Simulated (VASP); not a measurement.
Energy against volume of CsSnI₃ (cubic perovskite). Calculation: PBEsol GGA, VASP's PBE PAW potentials (set 64) (plane waves; VASP 6.6.1). Numerical set-up: 520 eV cut-off, 4×4×4 Γ-centred mesh, Gaussian smearing of 0.050 eV, potentials Cs_sv Sn_d I.

```csv
V (Å³/atom),E (eV/atom)
45.299,-2.99851
46.700,-3.00103
48.101,-2.99894
49.502,-2.99281
```

Problem. Fit these four points and predict the energy of the run at 43.898 Å³/atom.

Solution. A cubic in V^(−2/3), the third-order Birch-Murnaghan form, passes through the four points with V0 = 46.73 Å³/atom and B0 = 18 GPa, and gives -2.9907 eV/atom there. The run gave -2.9911 eV/atom, -0.4 meV/atom from the fit; all five points give B0 = 17 GPa.

The compound is CsSnI3 in the cubic perovskite structure, the ideal cubic form; the compound distorts at low or room temperature. It was relaxed first.
